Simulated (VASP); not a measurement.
Here is the system:

```xyz
1
Lattice="0.0000 2.2765 2.2765 2.2765 0.0000 2.2765 2.2765 2.2765 0.0000" Properties=species:S:1:pos:R:3 pbc="T T T"
Sc     0.0000     0.0000     0.0000
```

These are PBEsol GGA, VASP's PBE PAW potentials (set 64) (plane waves; VASP 6.6.1) values and carry that method's errors. Numerical set-up: 400 eV cut-off, Gaussian smearing of 0.050 eV, potentials Sc_sv.

Q: Give the energies of bands 5 to 8 at the high-symmetry points, in eV from the Fermi level.

A: 
| band | Γ | X | U | L | W |
|---|---|---|---|---|---|
| 5 | -5.27 | -1.61 | -0.86 | -1.82 | -0.70 |
| 6 | 1.65 | -0.68 | -0.43 | 0.33 | 0.23 |
| 7 | 1.65 | 2.08 | 0.94 | 1.53 | 0.23 |
| 8 | 1.65 | 4.07 | 3.12 | 1.53 | 2.61 |

It has no gap at this level: it comes out as a metal or semimetal.

The structure was generated: Sc was put into the fcc type (Fm-3m), which need not be its known phase. It was relaxed first, which changed the volume by -6 %.
